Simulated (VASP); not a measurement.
```xyz
8
Lattice="4.8490 0.0000 0.0000 0.0000 4.8490 0.0000 0.0000 0.0000 4.8490" Properties=species:S:1:pos:R:3 pbc="T T T"
Si     2.4245     2.4245     2.4245
Si     0.0000     0.0000     0.0000
Mo     1.2122     0.0000     2.4245
Mo     2.4245     1.2122     0.0000
Mo     2.4245     3.6367     0.0000
Mo     3.6367     0.0000     2.4245
Mo     0.0000     2.4245     3.6367
Mo     0.0000     2.4245     1.2122
```

Method: PBE GGA, VASP's PBE PAW potentials (set 64) (plane waves; VASP). Run with 500 eV cut-off, 6×6×6 Γ-centred mesh, first-order Methfessel-Paxton smearing of 0.10 eV, potentials Si Mo_sv.

Energy and stress use the plane-wave basis of the starting cell.

Task: The ions, cell shape and volume at an external pressure of 20.0 GPa are relaxed. Predict the relaxed structure.

Result: 
```xyz
8
Lattice="4.7971 0.0000 0.0000 0.0000 4.7971 0.0000 0.0000 0.0000 4.7971" Properties=species:S:1:pos:R:3 pbc="T T T"
Si     2.3985     2.3985     2.3985
Si     0.0000     4.7971     4.7971
Mo     1.1993     0.0000     2.3985
Mo     2.3985     1.1993     0.0000
Mo     2.3985     3.5978     0.0000
Mo     3.5978     4.7971     2.3985
Mo     4.7971     2.3985     3.5978
Mo     4.7971     2.3985     1.1993
```
Space group Pm-3n (223), at a tolerance of 0.03 Å.

Task: How do energy and volume change from the first to the last step?

Result: The energy (σ→0) changes by +41.7 meV/atom and the volume by -3.2 %, in 4 ionic steps.

The compound is Mo3Si in the A15 structure. This run relaxes it under an external pressure of 20 GPa. Symmetry was kept, so distortions that lower it aren't found.
